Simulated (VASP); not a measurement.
AlN (zinc blende), at 0.96 of the tabulated volume:

```
CELL_PARAMETERS angstrom
      0.00000     2.16040     2.16040
      2.16040     0.00000     2.16040
      2.16040     2.16040     0.00000
ATOMIC_POSITIONS crystal
  Al 0.00000 0.00000 0.00000
  N  0.25000 0.25000 0.25000
```

The lowest empty band near X, direction along the valley's axis, from PBE with spin-orbit coupling in VASP (PAW); its two spin partners are averaged. The gap over the points computed is 3.33 eV, and the next band on that side lies 5.48 eV away at the edge.

Settings: 520 eV cut-off, 12×12×12 Γ-centred mesh, Gaussian smearing of 0.050 eV, potentials Al N.

```json
[
 {"distance from the edge in k (1/Å)": "0.025", "distance in energy (meV)": "4.6"},
 {"distance from the edge in k (1/Å)": "0.035", "distance in energy (meV)": "9.0"},
 {"distance from the edge in k (1/Å)": "0.050", "distance in energy (meV)": "18.3"},
 {"distance from the edge in k (1/Å)": "0.070", "distance in energy (meV)": "35.9"}
]
```

Question: Fit E(1 + αE) = ħ²k²/2m* (ħ²/2m0 = 3.810 eV Å²) and predict the row at 0.095 1/Å.

Answer: The rows don't resolve α, so a parabola serves: the electron mass is m* = 0.520 m0, and so 66.1 meV. The run gave 66.1 meV, -0.0 meV from the fit.

Left out are points under 3 meV from the edge, since the levels carry 0.1 meV, and points farther than half the way to the next band.

The compound is AlN in the zinc blende structure, a metastable form; wurtzite is the usual one. The cell was not relaxed at this level.
